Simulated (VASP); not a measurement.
Input:

```
CaB6
1.0
    3.86895     0.00000     0.00000
    0.00000     3.86895     0.00000
    0.00000     0.00000     3.86895
Ca B
1 6
Direct
  0.00000   0.00000   0.00000
  0.80166   0.50000   0.50000
  0.50000   0.19834   0.50000
  0.50000   0.80166   0.50000
  0.19834   0.50000   0.50000
  0.50000   0.50000   0.80166
  0.50000   0.50000   0.19834
```

The numbers are results of PBE GGA, VASP's PBE PAW potentials (set 64) (plane waves; VASP 6.6.1), not measurements. Settings: 620 eV cut-off, 6×6×6 Γ-centred mesh, Gaussian smearing of 0.050 eV, potentials Ca_sv B.

Estimate the energy per atom (σ→0), pressure.

The energy per atom (σ→0) is -6.199 eV/atom and the pressure comes out as 45.10 GPa.

The absolute energy has meaning only against runs of the same code, potentials and settings.

The compound is CaB6 in the cab6 structure. It was relaxed first under an external pressure of 45 GPa.
